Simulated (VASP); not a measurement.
Given:

```
CELL_PARAMETERS angstrom
     -2.54518     2.54518     5.76013
      2.54518    -2.54518     5.76013
      2.54518     2.54518    -5.76013
ATOMIC_POSITIONS crystal
  V  0.50000 0.50000 0.00000
  V  0.25000 0.75000 0.50000
  Bi 0.00000 0.00000 0.00000
  Bi 0.75000 0.25000 0.50000
  O  0.17085 0.56190 0.89101
  O  0.31190 0.92089 0.89105
  O  0.67089 0.27984 0.10899
  O  0.02984 0.42085 0.10895
  O  0.57915 0.68810 0.60899
  O  0.43810 0.32911 0.60895
  O  0.07911 0.97016 0.39101
  O  0.72016 0.82915 0.39105
```

Calculation: revPBE GGA, VASP's PBE PAW potentials (set 64) (plane waves; VASP 6.6.1). Run with 400 eV cut-off, 5×5×5 Γ-centred mesh, Fermi-Dirac smearing of 0.020 eV, potentials V_sv Bi_d O.

At this cut-off the stress carries a Pulay error, which pulls relaxed volumes low.

Predict the energy per atom (σ→0), pressure, largest force.

```json
{
  "energy per atom (σ→0)": "-7.064 eV/atom",
  "pressure": "6.00 GPa",
  "largest_force": "0.337 eV/Å"
}
```

Only differences to runs with the same potentials and settings are physical.

The structure comes from a computed database's VBiO4 entry; how it stands against other phases isn't given here. The cell was not relaxed at this level. The run is not spin-polarised, so no magnetic state was tried.
